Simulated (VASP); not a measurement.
# Ta2SiO3 (P-3m1) in VASP: density of states with PBE

Aim: the density of states of Ta2SiO3 with PBE.

Everything below comes from runs of VASP 6.6.1. Logs are shortened: lines on timing, memory, paths and dates and some standing lists are left out, and cuts for length are marked.

## Step 1: The crystal as given

The structure is trigonal, space group P-3m1 (No. 164). The conventional cell has a = 3.575 Å, b = 3.575 Å, c = 6.412 Å, α = 90.00°, β = 90.00°, γ = 120.00°. Ta (site symmetry 3m) is surrounded by 4 O at 2.07 to 2.32 Å. Si (site symmetry -3m) is surrounded by 6 Ta at 2.86 Å and 8 O at 2.95 to 3.21 Å. O (site symmetry -3m) has 6 O at 2.34 Å and 6 Ta at 2.40 Å as nearest neighbours. Around O (site symmetry 3m) lie 4 Ta at 2.07 to 2.32 Å and 3 O at 2.34 Å.

The cell was built by a generator and needn't be a form met in nature.

## Step 2: Density of states, PBE

POSCAR

```
Ta2SiO3                                 
1.0
    3.5750187972      0.0000000000      0.0000000000
   -1.7875093986      3.0960570986      0.0000000000
    0.0000000000     -0.0000000000      6.4115042251
  Ta              Si              O             
     2     1     3
Direct
     0.3333333300000021    0.6666666699999979    0.6904083254776250
     0.6666666699999979    0.3333333300000021    0.3095916745223751
     0.0000000000000000    0.0000000000000000    1.0000000000000000
     0.0000000000000000    1.0000000000000000    0.5000000000000000
     0.3333333300000021    0.6666666699999979    0.3292632557400602
     0.6666666699999979    0.3333333300000021    0.6707367442599398
```

INCAR.step1

```
SYSTEM = Ta2SiO3
ALGO = Fast
EDIFF = 1E-6
ENCUT = 520
GGA = PE
ISIF = 2
ISMEAR = 0
KPAR = 4
LASPH = .TRUE.
LCHARG = .TRUE.
LMAXMIX = 4
LREAL = .FALSE.
LWAVE = .FALSE.
NELM = 80
PREC = Accurate
SIGMA = 0.1
```

KPOINTS.step1

```
k-points
0
G
  10 10 6
  0 0 0
```

INCAR.step2

```
SYSTEM = Ta2SiO3
ALGO = Fast
EDIFF = 1E-6
ENCUT = 520
GGA = PE
ICHARG = 11
ISIF = 2
ISMEAR = -5
KPAR = 4
LASPH = .TRUE.
LCHARG = .FALSE.
LMAXMIX = 4
LORBIT = 11
LREAL = .FALSE.
LWAVE = .FALSE.
NEDOS = 1001
NELM = 80
PREC = Accurate
SIGMA = 0.1
```

KPOINTS.step2

```
k-points
0
G
  15 15 9
  0 0 0
```

Potentials or basis: VASP PAW PBE potentials, release 64 (Ta_pv, Si, O).

On the command line:

```
> cat potpaw_PBE.64/Ta_pv/POTCAR potpaw_PBE.64/Si/POTCAR potpaw_PBE.64/O/POTCAR > POTCAR
> cp INCAR.step1 INCAR
> cp KPOINTS.step1 KPOINTS
> mpirun -np 4 vasp_std > vasp.out
> cp INCAR.step2 INCAR
> cp KPOINTS.step2 KPOINTS
> mpirun -np 4 vasp_std > vasp.out
```

OUTCAR:

```text
SYSTEM = Ta2SiO3
   EDIFF = 1E-6
   ENCUT = 520
   GGA = PE
   ICHARG = 11
   ISIF = 2
   ISMEAR = -5
   LASPH = .TRUE.
   LORBIT = 11
   LREAL = .FALSE.
   NELM = 80
   PREC = Accurate

 ion  position               nearest neighbor table
   1  0.333  0.667  0.690-   6 2.07   6 2.07   6 2.07   5 2.32   4 2.40   4 2.40   4 2.40   3 2.86
                             3 2.86   3 2.86   2 3.20   2 3.20   2 3.20
   2  0.667  0.333  0.310-   5 2.07   5 2.07   5 2.07   6 2.32   4 2.40   4 2.40   4 2.40   3 2.86
                             3 2.86   3 2.86   1 3.20   1 3.20   1 3.20
   3  0.000  0.000  0.000-   1 2.86   2 2.86   2 2.86   1 2.86   2 2.86   1 2.86
   4  0.000  0.000  0.500-   1 2.40   2 2.40   2 2.40   1 2.40   2 2.40   1 2.40
   5  0.333  0.667  0.329-   2 2.07   2 2.07   2 2.07   1 2.32
   6  0.667  0.333  0.671-   1 2.07   1 2.07   1 2.07   2 2.32

  LATTYP: Found a hexagonal cell.
 ALAT       =     3.5750187972
 C/A-ratio  =     1.7934183256

  Lattice vectors:

 A1 = (   3.5750187972,   0.0000000000,   0.0000000000)
 A2 = (  -1.7875093986,   3.0960570986,   0.0000000000)
 A3 = (   0.0000000000,   0.0000000000,   6.4115042251)

Analysis of symmetry for initial positions (statically):
=====================================================================
 Subroutine PRICEL returns:
 Original cell was already a primitive cell.

 Routine SETGRP: Setting up the symmetry group for a
 hexagonal supercell.

 Subroutine GETGRP returns: Found 12 space group operations
 (whereof 12 operations were pure point group operations)
 out of a pool of 24 trial point group operations.

The static configuration has the point symmetry D_3d.

Analysis of symmetry for dynamics (positions and initial velocities):
=====================================================================
 Subroutine PRICEL returns:
 Original cell was already a primitive cell.

 Routine SETGRP: Setting up the symmetry group for a
 hexagonal supercell.

 Subroutine GETGRP returns: Found 12 space group operations
 (whereof 12 operations were pure point group operations)
 out of a pool of 24 trial point group operations.

The dynamic configuration has the point symmetry D_3d.

 Subroutine INISYM returns: Found 12 space group operations
 (whereof 12 operations are pure point group operations),
 and found     1 'primitive' translations

----------------------------------------------------------------------------------------

[... 117 lines left out ...]
   ISMEAR =    -5;   SIGMA  =   0.10  broadening in eV -4-tet -1-fermi 0-gaus
   EFERMI_NEDOS =   21; number of points for ismear=-14 and -15
   IALGO  =     68    algorithm
   IMIX   =      4    mixing-type and parameters
     AMIX     =   0.40;   BMIX     =  1.00
     AMIX_MAG =   1.60;   BMIX_MAG =  1.00
  volume/ion in A,a.u.               =      11.83        79.82
  Fermi-wavevector in a.u.,A,eV,Ry     =   1.395972  2.638004 26.514181  1.948737
  Thomas-Fermi vector in A             =   2.519372
   LORBIT       =     11    0 simple, 1 ext, 2 COOP (PROOUT), +10 PAW based schemes
   GGA     = PE    functional components
   LHFCALC =     F    Hartree Fock is set to
   AEXX    =    0.0000 exact exchange contribution
   IVDW    =     0    specifies the selected vdW correction
   LEPSILON=     F    determine dielectric tensor
   LRPA    =     F    only Hartree local field effects (RPA)
 non-spin polarized calculation
 RMM-DIIS sequential band-by-band and
 Fermi weights with tetrahedron method with Bloechl corrections
  energy-cutoff  :      520.00
  volume of cell :       70.97
 maximum number of plane-waves:      1943
 NGX is ok and might be reduce to    28

 number of electron      44.0000000 magnetization

 Free energy of the ion-electron system (eV)
  ---------------------------------------------------
  ext. energy  EPLUGINS =         0.00000000
  ---------------------------------------------------
  free energy    TOTEN  =       -52.26463095 eV

  energy without entropy =      -52.26463095  energy(sigma->0) =      -52.26463095

 E-fermi :   7.4620     XC(G=0): -12.1825

 val. band max:        7.4805425135   @ k =   0.0000   0.0000   0.0000
 cond. band min:       7.4384292059   @ k =   0.2000   0.1333   0.4444
 fundamental gap:     -0.0421133076
 Fermi energy:         7.4620209149

 k-point     1 :       0.0000    0.0000    0.0000
  band No.  band energies     occupation
      1     -28.9707      2.00000
      2     -28.9626      2.00000
      3     -28.9625      2.00000
      4     -28.9043      2.00000
      5     -28.9042      2.00000
      6     -28.6902      2.00000
[... 685 lines left out ...]
     25       9.0444      0.00000
     26       9.1484      0.00000

 [... further k-points ...]

------------------------ aborting loop because EDIFF is reached ----------------------------------------

  FORCE on cell =-STRESS in cart. coord.  units (eV):
  Direction    XX          YY          ZZ          XY          YZ          ZX
  --------------------------------------------------------------------------------------
  -------------------------------------------------------------------------------------
  Total       -0.0327102     -0.0327102     -0.0612614      0.0000000     -0.0000000      0.0000000
  in kB       -0.7384923     -0.7384923     -1.3830904      0.0000000     -0.0000000      0.0000000
  external PRESSURE =      -0.9533583 kB  Pullay stress =       0.0000000 kB

 VOLUME and BASIS-vectors are now :
 -----------------------------------------------------------------------------
  energy-cutoff  :      520.00
  volume of cell :       70.97
      direct lattice vectors                 reciprocal lattice vectors
     3.575018797  0.000000000  0.000000000     0.279718809  0.161495730  0.000000000
    -1.787509399  3.096057099  0.000000000     0.000000000  0.322991459  0.000000000
     0.000000000  0.000000000  6.411504225     0.000000000  0.000000000  0.155969639

 POSITION                                       TOTAL-FORCE (eV/Angst)
 -----------------------------------------------------------------------------------
     -0.00000      2.06404      4.42656        -0.000000      0.000000      0.033834
      1.78751      1.03202      1.98495         0.000000      0.000000     -0.033834
      0.00000      0.00000      0.00000        -0.000000      0.000000      0.000000
      0.00000      0.00000      3.20575        -0.000000      0.000000      0.000000
     -0.00000      2.06404      2.11107        -0.000000      0.000000      0.008551
      1.78751      1.03202      4.30043         0.000000      0.000000     -0.008551
 -----------------------------------------------------------------------------------
    total drift:                                0.000000     -0.000000     -0.000000

  FREE ENERGIE OF THE ION-ELECTRON SYSTEM (eV)
  ---------------------------------------------------
  free  energy   TOTEN  =       -52.2646309480 eV

  energy  without entropy=      -52.2646309480  energy(sigma->0) =      -52.26463095

 total charge

# of ion       s       p       d       tot
------------------------------------------
    1        0.281   6.192   2.157   8.630
    2        0.281   6.192   2.157   8.630
    3        0.783   0.863   0.000   1.646
    4        1.577   3.454   0.000   5.030
    5        1.574   3.531   0.000   5.105
    6        1.574   3.531   0.000   5.105
--------------------------------------------------
tot          6.071  23.764   4.313  34.148
```

OUTCAR.step1:

```text
SYSTEM = Ta2SiO3
   EDIFF = 1E-6
   ENCUT = 520
   GGA = PE
   ISIF = 2
   ISMEAR = 0
   LASPH = .TRUE.
   LREAL = .FALSE.
[... 937 lines left out ...]
      0.00000      0.00000      3.20575         0.000000      0.000000      0.000000
     -0.00000      2.06404      2.11107         0.000000     -0.000000     -0.004877
      1.78751      1.03202      4.30043        -0.000000      0.000000      0.004877
 -----------------------------------------------------------------------------------
    total drift:                                0.000000      0.000000      0.000000

  FREE ENERGIE OF THE ION-ELECTRON SYSTEM (eV)
  ---------------------------------------------------
  free  energy   TOTEN  =       -52.2645099568 eV

  energy  without entropy=      -52.2607910638  energy(sigma->0) =      -52.26265051
```

OSZICAR.step1:

```text
N       E                     dE             d eps       ncg     rms          rms(c)
DAV:   1     0.391526274475E+03    0.39153E+03   -0.24863E+04  3752   0.170E+03
DAV:   2    -0.360835670088E+02   -0.42761E+03   -0.42065E+03  4524   0.455E+02
DAV:   3    -0.616110650654E+02   -0.25527E+02   -0.25330E+02  4486   0.108E+02
[... 10 lines left out ...]
RMM:  14    -0.522644971682E+02   -0.19837E-04   -0.58343E-04  4976   0.971E-02    0.267E-02
RMM:  15    -0.522645167012E+02   -0.19533E-04   -0.27889E-04  5307   0.673E-02    0.224E-02
RMM:  16    -0.522645083961E+02    0.83051E-05   -0.75663E-05  4603   0.386E-02    0.814E-03
RMM:  17    -0.522645093545E+02   -0.95844E-06   -0.22126E-05  4189   0.171E-02    0.430E-03
RMM:  18    -0.522645098037E+02   -0.44925E-06   -0.13291E-05  4227   0.130E-02    0.216E-03
RMM:  19    -0.522645099568E+02   -0.15301E-06   -0.24064E-06  2865   0.511E-03
   1 F= -.52264510E+02 E0= -.52262651E+02  d E =-.371889E-02
```

Wall time 2.4 min (4 MPI ranks of Intel Xeon Platinum 8488C (Sapphire Rapids), shared host); peak memory 0.44 GiB.

What came out:

```yaml
Valence_electrons_inside_the_program's_atomic_spheres: Ta 8.63; Si 1.65; O 5.03, 5.11
```

States per cell in windows of 1 eV (zero at the Fermi level; states under -8 eV left out):
| from (eV) | total | Ta1_d | Ta2_d | O4_p | O5_p | O6_p | Si3_p |
| --- | --- | --- | --- | --- | --- | --- | --- |
| -8.0 | 4.17 | 0.30 | 0.30 | 0.33 | 0.75 | 0.75 | 0.02 |
| -7.0 | 3.46 | 0.20 | 0.20 | 0.06 | 0.86 | 0.86 | 0.02 |
| -6.0 | 1.64 | 0.10 | 0.10 | 0.13 | 0.28 | 0.28 | 0.01 |
| -5.0 | 3.14 | 0.23 | 0.23 | 1.05 | 0.35 | 0.35 | 0.03 |
| -4.0 | 2.89 | 0.14 | 0.14 | 1.07 | 0.30 | 0.30 | 0.05 |
| -3.0 | 1.73 | 0.17 | 0.17 | 0.17 | 0.08 | 0.08 | 0.20 |
| -2.0 | 2.42 | 0.30 | 0.30 | 0.09 | 0.12 | 0.12 | 0.32 |
| -1.0 | 1.86 | 0.36 | 0.36 | 0.06 | 0.07 | 0.07 | 0.20 |
| 0.0 | 2.35 | 0.68 | 0.68 | 0.06 | 0.04 | 0.04 | 0.05 |
| 1.0 | 2.89 | 0.87 | 0.87 | 0.06 | 0.10 | 0.10 | 0.03 |
| 2.0 | 2.75 | 0.89 | 0.89 | 0.08 | 0.07 | 0.07 | 0.04 |
| 3.0 | 0.00 | 0.00 | 0.00 | 0.00 | 0.00 | 0.00 | 0.00 |

Caveat: tetrahedron occupations give inexact forces and stress in metals. The run has no spin-orbit coupling, so splittings on Ta are missing.
